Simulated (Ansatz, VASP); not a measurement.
# Cross-check of Ag (Silver) between VASP and Ansatz, part 2 of 2

One calculation is typed for both programs; each brings its own data sets. How far apart do they land? Of the first pair: The two relaxations start from unlike cells of this crystal (the structure described is Ansatz's start), so only their ends are compared.

VASP 6.6.1 and Ansatz 0.2.0.

So far: The starting structure; Ansatz: relaxation of cell and atoms, RPBE, pair 1; VASP: relaxation of cell and atoms, RPBE, pair 1; Side by side.

## (5) Ansatz: relaxation of cell and atoms, RPBE, pair 2

Level of this step: Ansatz beside VASP: Kohn-Sham DFT, plane waves, RPBE (Ansatz).

The relaxed volume is the usual yardstick between codes: in a stiff, nearly cubic crystal its relative difference is about their pressure difference at one cell divided by the bulk modulus. Its start cell is another than that of the pair before, and may be another structure of the material.

The cell is taken from a series of runs on this material, whose earlier steps may have relaxed, scaled, displaced or heated it; both programs get it as it stands.

input.yaml reads:

```yaml
crystal:
  lattice:
    - [0.0, 2.1121284175, 2.1121284175]
    - [2.1121284175, 0.0, 2.1121284175]
    - [2.1121284175, 2.1121284175, 0.0]
  atoms:
    - { symbol: Ag, position: [0.0, 0.0, 0.0] }
kpoints:
  mp_grid: { grid: [20, 20, 20] }
hamiltonian:
  xc: rpbe
scf:
  occupations: { method: gaussian, width: 0.1 }
output:
  forces: true
  stress: true
  eigenvalues: true
  write_density: true
  write_potential: true
  elf: true
  volumetric_format: npy
relax:
  adjacent_minimum: "off"
  f_tol: 0.005
  max_steps: 80
  cell: { stress_tol: 0.05 }
```

The run is started by

```
$ ansatz run input.yaml --threads 4 --pin off --max-ram 7168MiB --backend cpu --events-out ev --progress --plain --runs-dir out
```

Numbers of over 12 decimals in the logs are rounded to 6 here.

Output:

```text
[...]
Crystal: 1 atoms, lattice volume = 18.845 Å³
Basis set: ecut = 420 eV, 339 PW (Γ), exchange–correlation on 40×40×40 points (8 copies of the dense FFT grid, shifted against one another)
Bands: 14, of which v1, the nominal top of the filled ones, is band 10 counted from 1 (9 counted from 0)
Symmetry: 48 space group operations
[...]
k-points: 256 of 8000
[...]
k-point 2: bands = [... 6 lower, 11.1157, 11.1157, 11.9008, 11.9008, 30.9627, 32.4459, 34.3607, 34.3607]
  k-point 255: bands = [... 6 lower, 10.8313, 11.9419, 12.7790, 21.1920, 21.1920, 21.9761, 23.2425, 37.2068]
--- Relaxed structure (3 steps of the walk, 3 accepted, 1 SCFs on fresh bases) ---
[...]
cell:  # Å, volume = 18.6677 Å³
    - [0, 2.105492, 2.105492]
    - [2.105492, 0, 2.105492]
    - [2.105492, 2.105492, 0]
  atoms:
    - { symbol: Ag, position: [0.0, 0.0, 0.0] }
[key lines of the parts left out:]
SCF converged after 5 iterations
Free energy (F): -7598.545467 eV
Fermi energy:    15.562866 eV
P = ⅓ Tr σ = -0.0043 GPa (-0.043 kbar)
```

## (6) VASP: relaxation of cell and atoms, RPBE, pair 2

The same cell, functional, mesh and smearing now go to VASP, with its own data sets.

INCAR reads:

```
SYSTEM = Ag
PREC = Accurate
ENCUT = 500
EDIFF = 1E-07
NELM = 120
ISMEAR = 0
SIGMA = 0.1
LREAL = .FALSE.
ALGO = Normal
GGA = RP
NBANDS = 11
LASPH = .TRUE.
LORBIT = 11
LWAVE = .FALSE.
LCHARG = .FALSE.
ISIF = 3
IBRION = 2
NSW = 80
EDIFFG = -0.005
GGA_COMPAT = .FALSE.
NELMIN = 4
```

POSCAR reads:

```
Ag
1.0
    0.0000000000      2.1121280000      2.1121280000
    2.1121280000      0.0000000000      2.1121280000
    2.1121280000      2.1121280000      0.0000000000
Ag
1
Direct
    0.0000000000      0.0000000000      0.0000000000
```

KPOINTS reads:

```
Automatic mesh
0
Gamma
20 20 20
0 0 0
```

PAW data sets: Ag (PBE family, release 64).

The run is started by

```
$ mpirun -np 1 vasp_std
```

Output:

```text
[banner, memory and clock lines left out]
running    1 mpi-ranks, on    1 nodes
[...]
[... a notice as in an earlier step ...]

 LDA part: xc-table for (Slater+PW92), standard interpolation
 POSCAR, INCAR and KPOINTS ok, starting setup
[...]
entering main loop
       N       E                     dE             d eps       ncg     rms          rms(c)
DAV:   1     0.491449729610E+02    0.49145E+02   -0.53480E+03  5728   0.857E+02
DAV:   2    -0.169462409660E+01   -0.50840E+02   -0.48045E+02  6229   0.191E+02
DAV:   3    -0.237012018750E+01   -0.67550E+00   -0.67516E+00  6396   0.244E+01
DAV:   4    -0.237216146043E+01   -0.20413E-02   -0.20412E-02  6136   0.140E+00
[...]
DAV:  10    -0.220256182526E+01   -0.91650E-05   -0.85490E-06  6062   0.318E-02    0.390E-03
DAV:  11    -0.220256146860E+01    0.35666E-06   -0.11234E-07  6020   0.319E-03    0.859E-04
DAV:  12    -0.220256141277E+01    0.55833E-07   -0.11403E-08  3227   0.103E-03
   1 F= -.22025614E+01 E0= -.22019787E+01  d E =-.220256E+01
[...]
DAV:   4    -0.220294739008E+01    0.98951E-04   -0.16726E-04  5929   0.101E-01    0.137E-02
DAV:   5    -0.220294707118E+01    0.31890E-06   -0.97454E-07  6229   0.841E-03    0.896E-03
DAV:   6    -0.220294735435E+01   -0.28317E-06   -0.50559E-07  6018   0.587E-03    0.675E-04
DAV:   7    -0.220294735237E+01    0.19731E-08   -0.69837E-09  3134   0.756E-04
   2 F= -.22029474E+01 E0= -.22023798E+01  d E =-.385940E-03
 trial-energy change:   -0.000386  1 .order   -0.000371   -0.000947    0.000204
 step:   0.8333(harm=  0.8228)  dis= 0.00000  next Energy=    -2.202964 (dE=-0.403E-03)
[...]
N       E                     dE             d eps       ncg     rms          rms(c)
DAV:   1    -0.220356617110E+01   -0.61882E-03   -0.98979E-03  5884   0.106E+00    0.164E-01
DAV:   2    -0.220298348043E+01    0.58269E-03   -0.23783E-03  5854   0.455E-01    0.490E-02
DAV:   3    -0.220296978207E+01    0.13698E-04   -0.24367E-05  6364   0.434E-02    0.336E-02
DAV:   4    -0.220296317338E+01    0.66087E-05   -0.46360E-06  5911   0.174E-02    0.194E-03
DAV:   5    -0.220296320925E+01   -0.35862E-07   -0.35637E-08  4688   0.165E-03
   3 F= -.22029632E+01 E0= -.22023927E+01  d E =-.401796E-03
[...]
reached required accuracy - stopping structural energy minimisation
```

OUTCAR, selected parts (step 6):

```text
  Total        0.0024624      0.0024624      0.0024624      0.0000000      0.0000000      0.0000000
  in kB        0.2114096      0.2114096      0.2114096      0.0000000      0.0000000      0.0000000
  external PRESSURE =       0.2114096 kB  Pullay stress =       0.0000000 kB

 POSITION                                       TOTAL-FORCE (eV/Angst)
 -----------------------------------------------------------------------------------
      0.00000      0.00000      0.00000        -0.000000      0.000000      0.000000
 -----------------------------------------------------------------------------------
    total drift:                                0.000000      0.000000      0.000000

  FREE ENERGIE OF THE ION-ELECTRON SYSTEM (eV)
  ---------------------------------------------------
  free  energy   TOTEN  =        -2.2029632092 eV

  energy  without entropy=       -2.2018222227  energy(sigma->0) =       -2.20239272

[... 1 part as in an earlier step ...]

[... 3 further parts left out ...]
[key lines of the parts left out:]
E-fermi :   7.4025
```

## (7) Side by side

What differs besides the data sets and the points named for the pairs above, as far as they apply: the data sets hold 19 valence electrons in Ansatz (on its default PAW (the set named soft_2) files) and 11 in VASP. Total energies have different zeros and are not compared.

Both answers:

```tsv
quantity	Ansatz	VASP	difference
volume (Å³)	18.67	18.66	+0.03 %
edge a after relaxation, in the typed setting (Å)	2.978	2.977	+0.01 %
```

## (8) Outcome

- difference in volume (relaxation of cell and atoms, RPBE, pair 1): 0.0068 %
- difference in volume (relaxation of cell and atoms, RPBE, pair 2): 0.033 %

The difference in volume is 0.033 % (relaxation of cell and atoms, RPBE, pair 2), within the 1.2 % picked in this series as the mark of a large difference, as far as the stopping tolerances let one tell. The data sets hold unlike numbers of valence electrons (19 in Ansatz and 11 in VASP), so part of the differences comes from the potentials. 1 further run of this series is not shown here. Such differences can come from data sets, numerical settings and the points named under the comparisons, not from the functional's error against experiment.

[Lines on the potential files, build, host, timing and source positions are cut from VASP's logs without a mark.]

[Logs are printed without paths, hosts, clocks, repeated set-up lines and the standing remarks that a program may print on its own settings, such as how far it seeks lower states.]

[Hosts, paths, dates, database ids (printed as entryN), source tags and the programs' standing remarks are cut or masked in the printed files.]
